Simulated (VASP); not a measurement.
Input for VASP

File POSCAR:
```
BeTe
1
    0.0000000000     2.7811526061     2.7811526061
    2.7811526061     0.0000000000     2.7811526061
    2.7811526061     2.7811526061     0.0000000000
Be Te
1 1
Direct
  0.0000000000   0.0000000000   0.0000000000
  0.2500000000   0.2500000000   0.2500000000
```

**KPOINTS**
```
Automatic mesh
0
Gamma
8 8 8
0 0 0
```

INCAR:
```
SYSTEM = BeTe
PREC = Accurate; ENCUT = 500; LREAL = .False.
LASPH = .True.
EDIFF = 1E-6; NELM = 100; ALGO = Normal
LMAXMIX = 4
ISMEAR = 0; SIGMA = 0.05
IBRION = 2; NSW = 40; ISIF = 3
EDIFFG = -0.02; PSTRESS = 50
LWAVE = .False.; LCHARG = .False.
```

POTCAR, in this order: Be Te (LDA.64 set). Program: vasp_std.

### Question
Write an equivalent input for Ansatz.

### Answer
One equivalent input (not run):
Ansatz 0.2 input:
```yaml
crystal:
  lattice:
    - [0.0000000, 2.7811526, 2.7811526]
    - [2.7811526, 0.0000000, 2.7811526]
    - [2.7811526, 2.7811526, 0.0000000]
  atoms:
    - { symbol: Be, position: [0.0000000, 0.0000000, 0.0000000] }
    - { symbol: Te, position: [0.2500000, 0.2500000, 0.2500000] }
kpoints:
  mp_grid: { grid: [8, 8, 8] }
hamiltonian:
  xc: lda
  pseudopotentials: { kind: paw }
scf:
  occupations: { method: gaussian, width: 0.05 }
  max_iter: 100
relax:
  max_steps: 40
  f_tol: 0.02
  cell: { p_target: 5 }
output: { forces: true, stress: true, eigenvalues: true }
```
Limits of the translation: each code has its own PAW files, so the cut-off isn't converted (ENCUT is set for VASP's; basis.ecutwfc is left out, and Ansatz then takes the one that its files recommend); Ansatz stops its SCF on the density residual and VASP on the energy change (EDIFF); Ansatz's lda is the Perdew-Wang form, while the LDA potentials of VASP carry Perdew-Zunger's.

The compound is BeTe in the zinc blende structure. This run relaxes it under an external pressure of 5 GPa. Symmetry was kept, so distortions that lower it aren't found.
